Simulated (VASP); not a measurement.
Consider the following.

```
CELL_PARAMETERS angstrom
      0.00000     2.40942     2.40942
      2.40942     0.00000     2.40942
      2.40942     2.40942     0.00000
ATOMIC_POSITIONS crystal
  B  0.00000 0.00000 0.00000
  As 0.25000 0.25000 0.25000
```

These are PW91 GGA, VASP's PBE PAW potentials (set 64) (plane waves; VASP) values and carry that method's errors. Run with 520 eV cut-off, 11×11×11 Γ-centred mesh, tetrahedra with Blöchl corrections, potentials B As.

Task: Tabulate the total density of states (states/eV per cell) against energy (eV; zero at the valence-band maximum or, without a gap, the Fermi level).

Result: 
(E (eV), DOS (states/eV)): (-9.96, 0.00); (-9.36, 0.00); (-8.76, 0.00); (-8.16, 0.59); (-7.56, 0.80); (-6.96, 0.42); (-6.36, 0.30); (-5.64, 0.56); (-5.04, 0.82); (-4.44, 0.88); (-3.84, 1.21); (-3.24, 1.10); (-2.64, 1.03); (-2.04, 0.96); (-1.44, 0.49); (-0.84, 0.26); (-0.24, 0.07); (0.36, 0.00); (1.08, 0.00); (1.68, 0.22); (2.28, 0.53); (2.88, 0.96); (3.48, 1.66); (4.08, 0.57); (4.68, 1.86)
Within 2 eV below the valence-band maximum the largest weight inside VASP's projection spheres is As p, then B p.

The compound is BAs in the zinc blende structure. It was relaxed first.
